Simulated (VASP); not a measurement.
Data:

```
CELL_PARAMETERS angstrom
      3.74554     0.00000     0.00000
      0.00000     3.74554     0.00000
      0.00000     0.00000     3.74554
ATOMIC_POSITIONS crystal
  Y  0.00000 0.00000 0.00000
  Sb 0.50000 0.50000 0.50000
```

Computed with PBEsol GGA, VASP's PBE PAW potentials (set 64) (plane waves; VASP). Numerical set-up: 400 eV cut-off, Gaussian smearing of 0.050 eV, potentials Y_sv Sb.

Give the energies of bands 6 to 11 at the high-symmetry points, in eV from the Fermi level.

```json
[
 {"band": "6", "Γ": "-0.75", "X": "-5.32", "M": "-3.19", "R": "-3.94"},
 {"band": "7", "Γ": "-0.75", "X": "-0.71", "M": "-3.19", "R": "-3.94"},
 {"band": "8", "Γ": "0.46", "X": "-0.71", "M": "-0.93", "R": "-3.94"},
 {"band": "9", "Γ": "0.46", "X": "0.01", "M": "1.69", "R": "2.93"},
 {"band": "10", "Γ": "0.46", "X": "3.42", "M": "1.69", "R": "2.93"},
 {"band": "11", "Γ": "3.22", "X": "4.30", "M": "1.98", "R": "2.93"}
]
```

It has no gap at this level: it comes out as a metal or semimetal.

The structure was generated: YSb was put into the CsCl type type (Pm-3m), which need not be its known phase. It was relaxed first, which changed the volume by -33 %.
